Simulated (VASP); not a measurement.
Data:

```
Cr
1.0
    2.88000     0.00000     0.00000
    0.00000     2.88000     0.00000
    0.00000     0.00000     2.88000
Cr
2
Cartesian
  0.00000   0.00000   0.00000
  1.44000   1.44000   1.44000
```
Starting moments (μB, in the order of the record's atoms Cr Cr): 1.5 -1.5.

Level of theory: PBE GGA, VASP's PBE PAW potentials (set 64) (plane waves; VASP). Run with 400 eV cut-off, KSPACING 0.16 per Å, first-order Methfessel-Paxton smearing of 0.10 eV, potentials Cr_pv.

### Question
Give the stress tensor in GPa (positive for a compressed cell).

### Answer

```
-4.16   0.00   0.00
 0.00  -4.16   0.00
 0.00   0.00  -4.16
```
The pressure is its mean diagonal, -4.16 GPa.

The compound is Cr in the bcc, AFM order structure. The cell was not relaxed at this level. The run is one of a series of settings (KGAMMA = .TRUE., KSPACING = 0.16, KPOINTS file removed against the base run), some of them coarse on purpose.
